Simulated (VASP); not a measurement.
Consider the following.

```yaml
crystal:
  lattice:
    - [2.29738, -3.97918, 0.00000]
    - [2.29738, 3.97918, 0.00000]
    - [0.00000, 0.00000, 7.24674]
  atoms:
    - { symbol: Mg, position: [0.00000, 0.00000, 0.00000] }
    - { symbol: Mg, position: [0.33333, 0.66667, 0.63380] }
    - { symbol: Mg, position: [0.66667, 0.33333, 0.36620] }
    - { symbol: Sb, position: [0.33333, 0.66667, 0.22573] }
    - { symbol: Sb, position: [0.66667, 0.33333, 0.77427] }
```

Calculation: TPSS meta-GGA, VASP's PBE PAW potentials (set 64) (plane waves; VASP 6.6.1). Run with 520 eV cut-off, 5×5×3 Γ-centred mesh, Gaussian smearing of 0.050 eV, potentials Mg Sb.

Task: What does the run give for the energy per atom (σ→0)?

Result: 
```yaml
energy per atom (σ→0): -8.448 eV/atom
```

Only differences to runs with the same potentials and settings are physical.

The compound is Mg3Sb2 in the a-la2o3 structure. It was relaxed first. The start is the result of an earlier pass.
